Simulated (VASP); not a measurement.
These are PBEsol GGA, VASP's PBE PAW potentials (set 64) (plane waves; VASP) values and carry that method's errors.

Input for VASP

**INCAR**
```
! general
SYSTEM  = Mg
PREC    = Accurate
ENCUT   = 500   ! plane-wave cut-off (eV)
LREAL   = .FALSE.   ! projection in real space or not
LASPH   = .TRUE.   ! aspherical one-centre terms

! electronic loop
EDIFF   = 1E-6
NELM    = 100
ALGO    = Normal

! smearing
ISMEAR  = 1   ! Methfessel-Paxton
SIGMA   = 0.1

! functional
GGA     = PS

! ions
IBRION  = 2   ! conjugate gradients
NSW     = 40
ISIF    = 3   ! ions, shape and volume
EDIFFG  = -0.02   ! ionic stop
PSTRESS = 100   ! kbar

! output
LWAVE   = .FALSE.
LCHARG  = .FALSE.
```

### POSCAR
```
Mg
1
    1.5323471431    -2.6541035569     0.0000000000
    1.5323471431     2.6541035569     0.0000000000
    0.0000000000     0.0000000000     4.9686977342
Mg
2
Direct
  0.3333330000   0.6666670000   0.2500000000
  0.6666670000   0.3333330000   0.7500000000
```

**KPOINTS**
```
Regular mesh
0
Gamma
  14 14 8
0 0 0
```

POTCAR, in this order: Mg (PBE.64 set). Program: vasp_std.

The resulting files:

OSZICAR:
```
       N       E                     dE             d eps       ncg     rms          rms(c)
DAV:   1    -0.415870574257E+00   -0.41587E+00   -0.12554E+03  1440   0.455E+02
DAV:   2    -0.339112763431E+01   -0.29753E+01   -0.29104E+01  1956   0.298E+01
DAV:   3    -0.340883932966E+01   -0.17712E-01   -0.17710E-01  2022   0.318E+00
DAV:   4    -0.340889698175E+01   -0.57652E-04   -0.57653E-04  1932   0.143E-01
DAV:   5    -0.340889746449E+01   -0.48274E-06   -0.48270E-06  1968   0.935E-03    0.947E-01
DAV:   6    -0.339727989087E+01    0.11618E-01   -0.34342E-04  1794   0.184E-01    0.602E-01
DAV:   7    -0.338753474110E+01    0.97451E-02   -0.14257E-03  1614   0.328E-01    0.291E-02
DAV:   8    -0.338753001475E+01    0.47263E-05   -0.13786E-05  2268   0.319E-02    0.594E-03
DAV:   9    -0.338752970928E+01    0.30548E-06   -0.89247E-07  1416   0.655E-03
   1 F= -.86499577E+00 E0= -.86488953E+00  d E =-.864996E+00
       N       E                     dE             d eps       ncg     rms          rms(c)
DAV:   1    -0.321194213695E+01    0.17559E+00   -0.29427E-01  1704   0.389E+00    0.170E-01
DAV:   2    -0.321124722222E+01    0.69491E-03   -0.90185E-04  1728   0.268E-01    0.107E-01
DAV:   3    -0.321075398365E+01    0.49324E-03   -0.10797E-04  1902   0.683E-02    0.579E-03
DAV:   4    -0.321075032520E+01    0.36584E-05   -0.14174E-06  1752   0.977E-03    0.282E-03
DAV:   5    -0.321074830912E+01    0.20161E-05   -0.44155E-07   906   0.516E-03    0.944E-05
DAV:   6    -0.321074837425E+01   -0.65130E-07   -0.10718E-08   846   0.842E-04
   2 F= -.91227943E+00 E0= -.91226467E+00  d E =-.472837E-01
       N       E                     dE             d eps       ncg     rms          rms(c)
DAV:   1    -0.325000357739E+01   -0.39255E-01   -0.81105E-03  1698   0.642E-01    0.282E-02
DAV:   2    -0.324997863025E+01    0.24947E-04   -0.25686E-05  1710   0.451E-02    0.178E-02
DAV:   3    -0.324995874534E+01    0.19885E-04   -0.32593E-06  1854   0.119E-02    0.996E-04
DAV:   4    -0.324995881830E+01   -0.72960E-07   -0.42753E-08   870   0.171E-03
   3 F= -.91454871E+00 E0= -.91453729E+00  d E =-.495529E-01
```

**OUTCAR**
```
------------------------ aborting loop because EDIFF is reached ----------------------------------------
  FORCE on cell =-STRESS in cart. coord.  units (eV):
  Direction    XX          YY          ZZ          XY          YZ          ZX
  --------------------------------------------------------------------------------------
  Total        2.3453750      2.3453758      2.3263299     -0.0000000      0.0000000     -0.0000000
  in kB      100.4266868    100.4267226     99.6111923     -0.0000000      0.0000000     -0.0000000
  external PRESSURE =       0.1548672 kB  Pullay stress =     100.0000000 kB
  volume of cell :       37.42
      direct lattice vectors                 reciprocal lattice vectors
     1.493382435 -2.586614713  0.000000000     0.334810420 -0.193302852 -0.000000000
     1.493382435  2.586614713  0.000000000     0.334810420  0.193302852 -0.000000000
     0.000000000  0.000000000  4.843295414    -0.000000000  0.000000000  0.206470990
 POSITION                                       TOTAL-FORCE (eV/Angst)
 -----------------------------------------------------------------------------------
      1.49338      0.86221      1.21082         0.000000      0.000000      0.000000
      1.49338     -0.86221      3.63247        -0.000000     -0.000000      0.000000
 -----------------------------------------------------------------------------------
    total drift:                                0.000001     -0.000007      0.000001
  FREE ENERGIE OF THE ION-ELECTRON SYSTEM (eV)
  ---------------------------------------------------
  free  energy   TOTEN  =        -3.2499588183 eV

  energy  without entropy=       -3.2499245550  energy(sigma->0) =       -3.24994740
  enthalpy is  TOTEN    =        -0.9145487135 eV   P V=        2.3354101048

 reached required accuracy - stopping structural energy minimisation
```
(Selected blocks of OUTCAR.)

### CONTCAR
```
Mg
   1.00000000000000
     1.4933824345045146   -2.5866147130837480    0.0000000000000000
     1.4933824345045146    2.5866147130837480    0.0000000000000000
     0.0000000000000000    0.0000000000000000    4.8432954137794599
  Mg
     2
Direct
     0.3333330000000032    0.6666669999999968    0.2500000000000000
     0.6666669999999968    0.3333330000000032    0.7500000000000000
```

OUTCAR:
```
 val. band max:        3.8060341482   @ k =   0.4286   0.0000   0.2500

 cond. band min:       3.8688855170   @ k =   0.4286   0.0714   0.5000


 Fermi energy:         3.8113396940

 k-point     1 :       0.0000    0.0000    0.0000
  band No.  band energies     occupation
      1      -4.1112      2.00000
      2       1.7283      2.00000
      3       2.5262      2.00000
      4      15.8870      0.00000
      5      15.8870      0.00000
      6      16.4451      0.00000

 k-point     2 :       0.0714    0.0000    0.0000
  band No.  band energies     occupation
      1      -3.9960      2.00000
      2       1.8305      2.00000
      3       2.6358      2.00000
      4      13.9050      0.00000
      5      14.9772      0.00000
      6      15.7916      0.00000

 k-point     3 :       0.1429   -0.0000    0.0000
  band No.  band energies     occupation
      1      -3.6515      2.00000
      2       2.1375      2.00000
      3       2.9597      2.00000
      4      11.4847      0.00000
      5      14.0003      0.00000
      6      14.5268      0.00000

 k-point     4 :       0.2143    0.0000    0.0000
  band No.  band energies     occupation
      1      -3.0807      2.00000
      2       2.6501      2.00000
      3       3.4791      2.00003
      4       9.1883      0.00000
      5      13.1915      0.00000
      6      13.2097      0.00000

 k-point     5 :       0.2857    0.0000    0.0000
  band No.  band energies     occupation
      1      -2.2888      2.00000
      2       3.3695      2.00000
      3       4.1217     -0.00010
      4       7.1327      0.00000
      5      11.8738      0.00000
      6      12.1041      0.00000

 k-point     6 :       0.3571   -0.0000    0.0000
  band No.  band energies     occupation
      1      -1.2829      2.00000
      2       4.2536     -0.00000
      3       4.2973     -0.00000
      4       5.9515      0.00000
      5      10.1223      0.00000
      6      10.5060      0.00000
...
```

Energy and stress use the plane-wave basis of the starting cell.

The compound is Mg in the hcp structure. This run relaxes it under an external pressure of 10 GPa. Symmetry was kept, so distortions that lower it aren't found.
